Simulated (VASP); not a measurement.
Data:

```
CELL_PARAMETERS angstrom
      2.78799     0.00000     0.00000
      0.00000     2.78799     0.00000
      0.00000     0.00000     4.00912
ATOMIC_POSITIONS crystal
  Ti 0.00000 0.00000 0.00000
  Al 0.50000 0.50000 0.50000
```

Method: PBE GGA, VASP's PBE PAW potentials (set 64) (plane waves; VASP). Numerical set-up: 500 eV cut-off, 13×13×9 Γ-centred mesh, first-order Methfessel-Paxton smearing of 0.10 eV, potentials Ti_sv Al.

Estimate the energy per atom (σ→0), pressure, band gap (on the k-mesh) with the smallest direct gap where there is one.

| Quantity | Value |
|---|---|
| band gap (on the k-mesh) | none (metal, semimetal or under 0.01 eV) |
| energy per atom (σ→0) | -596.7 kJ/mol-atom |
| pressure | 4.95 GPa |

Only differences to runs with the same potentials and settings are physical.

The compound is TiAl in the L1_0 structure. It was relaxed first under an external pressure of 5 GPa. The electron count is odd and the run is not spin-polarised, which forces a metal.
